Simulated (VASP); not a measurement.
# SnC2: structure and properties in VASP, part 4 of 5

What structure does SnC2 take at this level, and what are its properties? The cell is invented: it takes the structure of COD entry 1522125, SrC2 (space group 139 there), with some of its atoms replaced by other elements, volume scaled by an estimate. It may not be a known or stable phase.

VASP 6.6.1, plane waves and PAW; the level of theory is named at each step.

So far, gap on the k-mesh (eV): step 2 (rough relaxation of the start cell) 1.02; step 3 (relaxing cell and atoms (BEEF-vdW)) 1.07; step 6 (density of states (BEEF-vdW)) 1.15. The relaxed cell has a = 4.111, c = 6.641 Å (conventional setting).

## (7) Elastic tensor by finite strains (BEEF-vdW)

Level of this step: BEEF-vdW; plane waves and PAW (Sn_d, C); invented cell (VASP).

IBRION = 6 with ISIF = 3 strains the cell both ways at fixed fractional positions, and adds the ions' share afterwards from the force constants. Stress converges slowly with the basis, so the cutoff is raised.

Contents of INCAR:

```
SYSTEM = SnC2
PREC = Accurate
ENCUT = 560
EDIFF = 1E-07
NELM = 100
ISMEAR = 0
SIGMA = 0.05
LREAL = .FALSE.
ALGO = Normal
GGA = BF
LUSE_VDW = .TRUE.
ZAB_VDW = -1.8867
LASPH = .TRUE.
NBANDS = 17
LORBIT = 11
LWAVE = .FALSE.
LCHARG = .FALSE.
IBRION = 6
NFREE = 2
POTIM = 0.015
ISIF = 3
NSW = 1
```

Contents of POSCAR:

```
SnC2
1.0
   -2.0555048587      2.0555048587      3.3203830307
    2.0555048587     -2.0555048587      3.3203830307
    2.0555048587      2.0555048587     -3.3203830307
Sn C
1 2
Direct
    0.0000000000      0.0000000000      0.0000000000
    0.4043934983      0.4043934983      0.0000000000
    0.5956065017      0.5956065017      0.0000000000
```

Contents of KPOINTS:

```
Automatic mesh
0
Gamma
8 8 8
0 0 0
```

PAW data sets: Sn_d and C (PBE family, release 64).

Started as:

```console
> mpirun -np 1 vasp_std
```

Output:

```text
[... set-up lines as in an earlier step ...]
 entering main loop
       N       E                     dE             d eps       ncg     rms          rms(c)
DAV:   1     0.162087260234E+03    0.16209E+03   -0.11663E+04  2018   0.168E+03
DAV:   2     0.819073822998E+00   -0.16127E+03   -0.15709E+03  2361   0.403E+02
DAV:   3    -0.157173520979E+02   -0.16536E+02   -0.16183E+02  2452   0.112E+02
DAV:   4    -0.161652459080E+02   -0.44789E+00   -0.44741E+00  2219   0.200E+01
DAV:   5    -0.161807626807E+02   -0.15517E-01   -0.15516E-01  2676   0.366E+00    0.876E+00
DAV:   6    -0.128793711883E+02    0.33014E+01   -0.84456E+00  2542   0.153E+01    0.369E+00
DAV:   7    -0.128075186278E+02    0.71853E-01   -0.18178E+00  2301   0.686E+00    0.192E+00
DAV:   8    -0.128234146626E+02   -0.15896E-01   -0.30917E-01  2494   0.381E+00    0.602E-01
DAV:   9    -0.128080865477E+02    0.15328E-01   -0.12111E-01  2586   0.175E+00    0.167E-01
DAV:  10    -0.128079688086E+02    0.11774E-03   -0.85646E-03  2183   0.552E-01    0.806E-02
DAV:  11    -0.128081520266E+02   -0.18322E-03   -0.52511E-04  2186   0.167E-01    0.372E-02
DAV:  12    -0.128082009186E+02   -0.48892E-04   -0.13263E-04  2161   0.102E-01    0.992E-03
DAV:  13    -0.128081993814E+02    0.15373E-05   -0.33801E-05  2588   0.309E-02    0.271E-03
DAV:  14    -0.128081990078E+02    0.37355E-06   -0.31407E-06  2290   0.135E-02    0.642E-04
DAV:  15    -0.128081990186E+02   -0.10731E-07   -0.27424E-07  2114   0.387E-03
   1 F= -.12808199E+02 E0= -.12808199E+02  d E =-.150479E-18
 Found     4 degrees of freedom:
 Adding 6 more for cell shape distortion
 Finite differences POTIM= 0.01500 DOF=  10
 bond charge predicted
       N       E                     dE             d eps       ncg     rms          rms(c)
DAV:   1    -0.128569637062E+02   -0.48765E-01   -0.15370E+00  3791   0.146E+01    0.128E+00
DAV:   2    -0.128179126910E+02    0.39051E-01   -0.91272E-02  3914   0.359E+00    0.628E-01
DAV:   3    -0.128061396568E+02    0.11773E-01   -0.30559E-02  4193   0.228E+00    0.151E-01
DAV:   4    -0.128054207017E+02    0.71896E-03   -0.29921E-03  4518   0.494E-01    0.438E-02
DAV:   5    -0.128053713886E+02    0.49313E-04   -0.31270E-04  4196   0.127E-01    0.180E-02
DAV:   6    -0.128053614419E+02    0.99467E-05   -0.41835E-05  3491   0.817E-02    0.580E-03
DAV:   7    -0.128053619391E+02   -0.49719E-06   -0.28755E-06  3893   0.169E-02    0.272E-03
DAV:   8    -0.128053624652E+02   -0.52606E-06   -0.49059E-07  3501   0.713E-03    0.545E-04
DAV:   9    -0.128053623809E+02    0.84239E-07   -0.48075E-08  1828   0.267E-03
   2 F= -.12805362E+02 E0= -.12805362E+02  d E =-.499660E-13
[... from here on, the cycles between the ionic steps are left out ...]
   3 F= -.12805286E+02 E0= -.12805286E+02  d E =-.374868E-18
   4 F= -.12805362E+02 E0= -.12805362E+02  d E =-.567699E-14
   5 F= -.12805286E+02 E0= -.12805286E+02  d E =-.375162E-18
   6 F= -.12790270E+02 E0= -.12790270E+02  d E =-.861932E-16
   7 F= -.12789785E+02 E0= -.12789785E+02  d E =-.491007E-16
   8 F= -.12806724E+02 E0= -.12806724E+02  d E =-.139276E-12
   9 F= -.12806725E+02 E0= -.12806725E+02  d E =-.137509E-12
  10 F= -.12808261E+02 E0= -.12808261E+02  d E =-.128522E-11
  11 F= -.12808262E+02 E0= -.12808262E+02  d E =-.128268E-11
  12 F= -.12808257E+02 E0= -.12808257E+02  d E =-.147600E-11
  13 F= -.12808257E+02 E0= -.12808257E+02  d E =-.147245E-11
  14 F= -.12808126E+02 E0= -.12808126E+02  d E =-.272733E-11
  15 F= -.12808126E+02 E0= -.12808126E+02  d E =-.271199E-11
  16 F= -.12808302E+02 E0= -.12808302E+02  d E =-.223056E-11
  17 F= -.12808302E+02 E0= -.12808302E+02  d E =-.222775E-11
  18 F= -.12808195E+02 E0= -.12808195E+02  d E =-.259108E-11
  19 F= -.12808195E+02 E0= -.12808195E+02  d E =-.259570E-11
  20 F= -.12799888E+02 E0= -.12799888E+02  d E =-.343902E-12
 Finite differences progress:
  Degree of freedom:  10/ 10
  Displacement:        1/  2
  Total:              19/ 20
 bond charge predicted
       N       E                     dE             d eps       ncg     rms          rms(c)
DAV:   1    -0.128076968041E+02   -0.78090E-02   -0.24184E+00  2006   0.876E+00    0.571E-01
DAV:   2    -0.128006120333E+02    0.70848E-02   -0.53601E-02  2339   0.119E+00    0.293E-01
DAV:   3    -0.128003220728E+02    0.28996E-03   -0.50874E-03  2301   0.370E-01    0.152E-01
DAV:   4    -0.128003297033E+02   -0.76305E-05   -0.62746E-04  2515   0.168E-01    0.491E-02
DAV:   5    -0.128003304775E+02   -0.77417E-06   -0.14597E-04  2246   0.671E-02    0.111E-02
DAV:   6    -0.128003289421E+02    0.15354E-05   -0.13936E-05  2081   0.243E-02    0.814E-03
DAV:   7    -0.128003283401E+02    0.60197E-06   -0.39719E-06  2093   0.139E-02    0.196E-03
DAV:   8    -0.128003282320E+02    0.10812E-06   -0.47373E-07  2110   0.512E-03    0.856E-04
DAV:   9    -0.128003282259E+02    0.60791E-08   -0.23836E-08  1037   0.122E-03
  21 F= -.12800328E+02 E0= -.12800328E+02  d E =-.141850E-10
 Finite differences progress:
  Degree of freedom:  10/ 10
  Displacement:        2/  2
  Total:              20/ 20
```

Wall time 48 min (1 MPI rank of AMD EPYC 7R43, shared host); peak memory 0.53 GiB.

OUTCAR, selected parts (step 7):

```text
   ENCUT  =  560.0 eV  41.16 Ry    6.42 a.u.   8.52  8.52  8.52*2*pi/ulx,y,z

   NELECT =      22.0000    total number of electrons

 E-fermi :   4.4182

 k-point     1 :       0.0000    0.0000    0.0000
  band No.  band energies     occupation
    ...
      7      -2.8765      2.00000
      8      -0.3838      2.00000
      9       1.3417      2.00000
     10       1.3417      2.00000
     11       3.9033      2.00000
     12       7.2305      0.00000
     13       7.2305      0.00000
     14       7.3047      0.00000
     15       8.5960      0.00000
     16       8.5960      0.00000
    ...

Total vdW correction in eV:      3.5871729

  Total        0.0109141      0.0109141     -1.2114307      0.0000000     -0.0000000      0.0000000
  in kB        0.3116109      0.3116109    -34.5878811      0.0000000     -0.0000000      0.0000000
  external PRESSURE =     -11.3215531 kB  Pullay stress =       0.0000000 kB

 POSITION                                       TOTAL-FORCE (eV/Angst)
 -----------------------------------------------------------------------------------
      0.00000      0.00000      0.00000         0.000000      0.000000      0.006157
      0.00000      0.00000      2.67048        -0.000000     -0.000000      1.031787
      0.00000      0.00000      3.95528        -0.000000     -0.000000     -1.037944
 -----------------------------------------------------------------------------------
    total drift:                                0.000000      0.000000      0.000167

  FREE ENERGIE OF THE ION-ELECTRON SYSTEM (eV)
  ---------------------------------------------------
  free  energy   TOTEN  =       -12.8003282259 eV

  energy  without entropy=      -12.8003282259  energy(sigma->0) =      -12.80032823

Total vdW correction in eV:      3.5871763

  SYMMETRIZED ELASTIC MODULI (kBar)
 Direction    XX          YY          ZZ          XY          YZ          ZX
 --------------------------------------------------------------------------------
 XX         727.5192    434.5896     86.9652      0.0000      0.0000     -0.0000
 YY         434.5896    727.5192     86.9652      0.0000     -0.0000     -0.0000
 ZZ          86.9652     86.9652   4616.8059      0.0000      0.0000      0.0000
 XY           0.0000      0.0000      0.0000    374.7844      0.0000      0.0000
 YZ           0.0000     -0.0000      0.0000      0.0000    -15.8185      0.0000
 ZX          -0.0000     -0.0000      0.0000      0.0000      0.0000    -15.8158
 --------------------------------------------------------------------------------

 Eigenvectors and eigenvalues of the dynamical matrix
 ----------------------------------------------------

   1 f  =   54.201642 THz   340.558963 2PiTHz 1807.972182 cm-1   224.159881 meV
             X         Y         Z           dx          dy          dz
      0.000000  0.000000  0.000000     0.000000   -0.000000   -0.000000
      0.000000  0.000000  2.685483    -0.000000    0.000000    0.707107
      0.000000  0.000000  3.955283    -0.000000    0.000000   -0.707107

   2 f  =    2.744244 THz    17.242591 2PiTHz   91.538114 cm-1    11.349275 meV
             X         Y         Z           dx          dy          dz
      0.000000  0.000000  0.000000    -0.413985   -0.000281    0.000000
      0.000000  0.000000  2.685483     0.643668    0.000437    0.000000
      0.000000  0.000000  3.955283     0.643668    0.000437    0.000000

   3 f  =    2.744244 THz    17.242591 2PiTHz   91.538114 cm-1    11.349275 meV
             X         Y         Z           dx          dy          dz
      0.000000  0.000000  0.000000    -0.000281    0.413985   -0.000000
      0.000000  0.000000  2.685483     0.000437   -0.643668   -0.000000
      0.000000  0.000000  3.955283     0.000437   -0.643668   -0.000000

   4 f  =    0.012660 THz     0.079545 2PiTHz    0.422289 cm-1     0.052357 meV
             X         Y         Z           dx          dy          dz
      0.000000  0.000000  0.000000    -0.000000    0.000000    0.913518
      0.000000  0.000000  2.685483    -0.000000    0.000000    0.287651
      0.000000  0.000000  3.955283    -0.000000    0.000000    0.287651

   5 f/i=    0.011263 THz     0.070766 2PiTHz    0.375685 cm-1     0.046579 meV
             X         Y         Z           dx          dy          dz
      0.000000  0.000000  0.000000    -0.910190    0.013092   -0.000000
      0.000000  0.000000  2.685483    -0.292701    0.004210   -0.000000
      0.000000  0.000000  3.955283    -0.292701    0.004210   -0.000000

   6 f/i=    0.011263 THz     0.070766 2PiTHz    0.375685 cm-1     0.046579 meV
             X         Y         Z           dx          dy          dz
      0.000000  0.000000  0.000000    -0.013092   -0.910190    0.000000
      0.000000  0.000000  2.685483    -0.004210   -0.292701    0.000000
      0.000000  0.000000  3.955283    -0.004210   -0.292701    0.000000

   7 f/i=    2.286536 THz    14.366727 2PiTHz   76.270617 cm-1     9.456347 meV
             X         Y         Z           dx          dy          dz
      0.000000  0.000000  0.000000     0.000000    0.000000    0.000000
      0.000000  0.000000  2.685483    -0.707106    0.001344    0.000000
      0.000000  0.000000  3.955283     0.707106   -0.001344    0.000000

   8 f/i=    2.286536 THz    14.366727 2PiTHz   76.270617 cm-1     9.456347 meV
             X         Y         Z           dx          dy          dz
      0.000000  0.000000  0.000000     0.000000    0.000000   -0.000000
      0.000000  0.000000  2.685483    -0.001344   -0.707106    0.000000
      0.000000  0.000000  3.955283     0.001344    0.707106    0.000000

   9 f/i=    3.352972 THz    21.067347 2PiTHz  111.843121 cm-1    13.866773 meV
             X         Y         Z           dx          dy          dz
      0.000000  0.000000  0.000000    -0.000000   -0.000000   -0.406799
      0.000000  0.000000  2.685483     0.000000    0.000000    0.645954
      0.000000  0.000000  3.955283    -0.000000   -0.000000    0.645954

 ELASTIC MODULI CONTR FROM IONIC RELAXATION (kBar)
 Direction    XX          YY          ZZ          XY          YZ          ZX
 --------------------------------------------------------------------------------
 XX          -0.2926     -0.2926     27.7650      0.0000     -0.0000      0.0000
 YY          -0.2926     -0.2926     27.7650      0.0000     -0.0000      0.0000
 ZZ          27.7650     27.7650  -2634.7935      0.0000      0.0000     -0.0000
 XY           0.0000      0.0000      0.0000      0.0000      0.0000      0.0000
 YZ          -0.0000     -0.0000      0.0000      0.0000      0.0000     -0.0000
 ZX           0.0000      0.0000     -0.0000      0.0000      0.0000      0.0000
 --------------------------------------------------------------------------------

 TOTAL ELASTIC MODULI (kBar)
 Direction    XX          YY          ZZ          XY          YZ          ZX
 --------------------------------------------------------------------------------
 XX         727.2266    434.2971    114.7301      0.0000     -0.0000     -0.0000
 YY         434.2971    727.2266    114.7301      0.0000     -0.0000     -0.0000
 ZZ         114.7301    114.7301   1982.0124      0.0000      0.0000     -0.0000
 XY           0.0000      0.0000      0.0000    374.7844      0.0000      0.0000
 YZ          -0.0000     -0.0000      0.0000      0.0000    -15.8185     -0.0000
 ZX          -0.0000     -0.0000     -0.0000      0.0000      0.0000    -15.8158
 --------------------------------------------------------------------------------

[... 6 parts as in an earlier step ...]

[... 10 further parts left out ...]
```

The last energy, forces, stress and levels in OUTCAR belong to the last displaced cell, not to the cell of POSCAR. With imaginary modes the cell is no minimum, so the ionic parts of its dielectric, piezoelectric and elastic tensors have no meaning.

This step gave:

```yaml
bands: 17
irreducible_k_points: 59
pressure_of_the_cell: -0.03634 GPa
largest_force_of_the_cell: 6.35e-4 eV/Å
mechanically_stable: no
bulk_modulus_voigt: 52.93 GPa
shear_modulus_voigt: 25.35 GPa
```

Elastic constants with relaxed ions, Voigt order xx yy zz yz xz xy (GPa):

```
 72.7  43.4  11.5   0.0   0.0   0.0
 43.4  72.7  11.5   0.0   0.0   0.0
 11.5  11.5 198.2   0.0   0.0   0.0
  0.0   0.0   0.0  -1.6   0.0   0.0
  0.0   0.0   0.0   0.0  -1.6   0.0
  0.0   0.0   0.0   0.0   0.0  37.5
```

Elastic constants with clamped ions, Voigt order xx yy zz yz xz xy (GPa):

```
 72.8  43.5   8.7   0.0   0.0   0.0
 43.5  72.8   8.7   0.0   0.0   0.0
  8.7   8.7 461.7   0.0   0.0   0.0
  0.0   0.0   0.0  -1.6   0.0   0.0
  0.0   0.0   0.0   0.0  -1.6   0.0
  0.0   0.0   0.0   0.0   0.0  37.5
```

Transverse limit, no LO-TO splitting. Modes at Γ, with each element's share of the kinetic energy (negative means imaginary):

| mode | frequency (cm⁻¹) | symmetry | Sn % | C % |
| --- | --- | --- | --- | --- |
| 1 | -111.8 | A2u | 17 | 83 |
| 2 | -76.3 | Eg | 0 | 100 |
| 3 | -76.3 | Eg | 0 | 100 |
| 4 | -0.4 | acoustic | 83 | 17 |
| 5 | -0.4 | acoustic | 83 | 17 |
| 6 | 0.4 | acoustic | 83 | 17 |
| 7 | 91.5 | Eu | 17 | 83 |
| 8 | 91.5 | Eu | 17 | 83 |
| 9 | 1808.0 | A1g | 0 | 100 |

Displacements in mode 1 (-111.8 cm⁻¹), the largest set to 1:
```
Sn1  0.00  0.00 -0.20
C2   0.00  0.00  1.00
C3   0.00  0.00  1.00
```

Displacements in mode 8 (91.5 cm⁻¹), the largest set to 1:
```
Sn1 -0.20  0.00  0.00
C2   1.00  0.00  0.00
C3   1.00  0.00  0.00
```

The three acoustic modes lie within 0.4 cm⁻¹ of zero, but 3 optical modes are imaginary, so the cell is a saddle point and not a minimum.

## (8) A semilocal run for the hybrid's start

This step: PBE; plane waves and PAW (Sn_d, C); invented cell (VASP 6.6.1).

A hybrid converges badly from random orbitals, so a cheap semilocal run writes a WAVECAR on the same mesh first.

Contents of INCAR:

```
SYSTEM = SnC2
PREC = Accurate
ENCUT = 520
EDIFF = 1E-05
NELM = 100
ISMEAR = 0
SIGMA = 0.05
LREAL = .FALSE.
ALGO = Normal
GGA = PE
NBANDS = 17
LORBIT = 11
LWAVE = .TRUE.
LCHARG = .FALSE.
```

POSCAR is that of step 7.

Contents of KPOINTS:

```
Automatic mesh
0
Gamma
5 5 5
0 0 0
```

Started as:

```console
> mpirun -np 1 vasp_std
```

Output:

```text
[banner, memory and clock lines left out]
running    1 mpi-ranks, on    1 nodes
 distrk:  each k-point on    1 cores,    1 groups
 distr:  one band on    1 cores,    1 groups

 POSCAR found type information on POSCAR SnC
 POSCAR found :  2 types and       3 ions
 LDA part: xc-table for (Slater+PW92), standard interpolation
 POSCAR, INCAR and KPOINTS ok, starting setup
 FFT: planning ... GRIDC
 FFT: planning ... GRID_SOFT
 FFT: planning ... GRID
 WAVECAR not read
 entering main loop
       N       E                     dE             d eps       ncg     rms          rms(c)
DAV:   1     0.147704119132E+03    0.14770E+03   -0.11169E+04   621   0.157E+03
DAV:   2    -0.637772569478E+01   -0.15408E+03   -0.15009E+03   708   0.367E+02
DAV:   3    -0.209381634313E+02   -0.14560E+02   -0.14411E+02   782   0.107E+02
DAV:   4    -0.213249155211E+02   -0.38675E+00   -0.38632E+00   675   0.189E+01
DAV:   5    -0.213389066907E+02   -0.13991E-01   -0.13990E-01   796   0.346E+00    0.838E+00
DAV:   6    -0.182548201271E+02    0.30841E+01   -0.82569E+00   828   0.178E+01    0.350E+00
DAV:   7    -0.181873797750E+02    0.67440E-01   -0.14899E+00   687   0.602E+00    0.177E+00
DAV:   8    -0.181884914612E+02   -0.11117E-02   -0.21420E-01   750   0.317E+00    0.496E-01
DAV:   9    -0.181796351044E+02    0.88564E-02   -0.77848E-02   797   0.148E+00    0.152E-01
DAV:  10    -0.181794592075E+02    0.17590E-03   -0.68100E-03   695   0.438E-01    0.680E-02
DAV:  11    -0.181795998907E+02   -0.14068E-03   -0.48222E-04   692   0.138E-01    0.293E-02
DAV:  12    -0.181796203276E+02   -0.20437E-04   -0.18906E-04   719   0.897E-02    0.119E-02
DAV:  13    -0.181796163945E+02    0.39332E-05   -0.45567E-05   601   0.339E-02
   1 F= -.18179616E+02 E0= -.18179616E+02  d E =-.569146E-20
 writing wavefunctions
```

Run time: 43 s. Hardware: 1 MPI rank; peak memory 0.16 GiB.

(Part 4 of 5 ends here.)

[Lines on the potential files, build, host, timing and source positions are cut from VASP's logs without a mark.]

[Logs are printed without paths, hosts, clocks, repeated set-up lines and the standing remarks that a program may print on its own settings, such as how far it seeks lower states.]

[Hosts, paths, dates, database ids (printed as entryN), source tags and the programs' standing remarks are cut or masked in the printed files.]

[A measured line is paired with the nearest computed mode of its activity, which favours agreement.]
